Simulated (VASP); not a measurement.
A convergence study with VASP on C (diamond): a few settings are varied, all else stays as given below, so the limit is that of these other settings. The cell's lengths are 1 % over those of the tabulated start and one atom is moved, so it is off equilibrium.

```
C
1.0
    0.00000     1.80133     1.80133
    1.80133     0.00000     1.80133
    1.80133     1.80133     0.00000
C
2
Direct
  0.00000   0.00000   0.00000
  0.23318   0.26682   0.26682
```

All values below come from LDA (Ceperley-Alder, Perdew-Zunger), VASP's LDA PAW potentials (set 64) (plane waves; VASP). The last row used: 900 eV cut-off, 10×10×10 Γ-centred mesh, Gaussian smearing of 0.050 eV, potentials C_h.

Gaps are read on the run's mesh, which can miss a band edge. Energies of different potentials or hybrids have different zeros.

| setting | E (eV/atom) | pressure (GPa) | largest force (eV/Å) | gap on the mesh (eV) | plane waves |
|---|---|---|---|---|---|
| ENCUT = 300, POTCAR C | -10.1457 | -45.03 | 2.210 | 3.025 | 145 |
| ENCUT = 400, POTCAR C | -10.0727 | -26.33 | 2.067 | 3.064 | 222 |
| ENCUT = 520, POTCAR C | -10.0672 | -22.50 | 2.070 | 3.096 | 332 |
| ENCUT = 700, POTCAR C | ? | ? | ? | 3.098 | 531 |
| ENCUT = 900, POTCAR C | -10.0755 | -22.85 | 2.062 | 3.098 | 728 |
| ENCUT = 300, POTCAR C_s | -10.0574 | -22.94 | 2.077 | 3.112 | 145 |
| ENCUT = 400, POTCAR C_s | -10.0600 | -22.13 | 2.072 | 3.108 | 222 |
| ENCUT = 520, POTCAR C_s | -10.0644 | -22.00 | 2.075 | 3.110 | 332 |
| ENCUT = 700, POTCAR C_s | ? | ? | 2.074 | 3.110 | 531 |
| ENCUT = 900, POTCAR C_s | -10.0652 | -21.85 | 2.074 | 3.110 | 728 |
| ENCUT = 300, POTCAR C_h | -9.5876 | -130.61 | 2.722 | 2.273 | 145 |
| ENCUT = 400, POTCAR C_h | -9.6019 | -99.33 | 1.612 | 2.392 | 222 |
| ENCUT = 520, POTCAR C_h | -9.9702 | -53.99 | 2.171 | 3.048 | 332 |
| ENCUT = 700, POTCAR C_h | -10.0639 | -29.26 | 2.062 | 3.095 | 531 |
| ENCUT = 900, POTCAR C_h | -10.0767 | -23.35 | 2.064 | 3.098 | 728 |

Problem. What belongs in the gaps?

Solution. 
- ENCUT = 700, POTCAR C_s, E (eV/atom): -10.0649
- ENCUT = 700, POTCAR C_s, pressure (GPa): -21.87
- ENCUT = 700, POTCAR C, E (eV/atom): -10.0731
- ENCUT = 700, POTCAR C, pressure (GPa): -23.36
- ENCUT = 700, POTCAR C, largest force (eV/Å): 2.065

Left out are rungs that failed or repeat a setting and relaxations that didn't move; long series are thinned to 24 rows.

The compound is C in the diamond structure. The cell was not relaxed at this level, it is distorted from the ideal structure.
